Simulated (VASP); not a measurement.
Data:

```xyz
3
Lattice="0.0000 2.7464 2.7464 2.7464 0.0000 2.7464 2.7464 2.7464 0.0000" Properties=species:S:1:pos:R:3 pbc="T T T"
Cd     2.7464     0.0000     2.7464
F      1.3732     1.3732     1.3732
F      4.1196     4.1196     4.1196
```

Level of theory: PBE GGA, VASP's PBE PAW potentials (set 64) (plane waves; VASP). Settings: 520 eV cut-off, 7×7×7 Γ-centred mesh, Gaussian smearing of 0.050 eV, potentials Cd F.

Q: Predict the energy per atom (σ→0).

A: 
The energy per atom (σ→0) is -3.635 eV/atom.

Only differences to runs with the same potentials and settings are physical.

The compound is CdF2 in the fluorite structure. It was relaxed first, which changed the volume by +6 %.
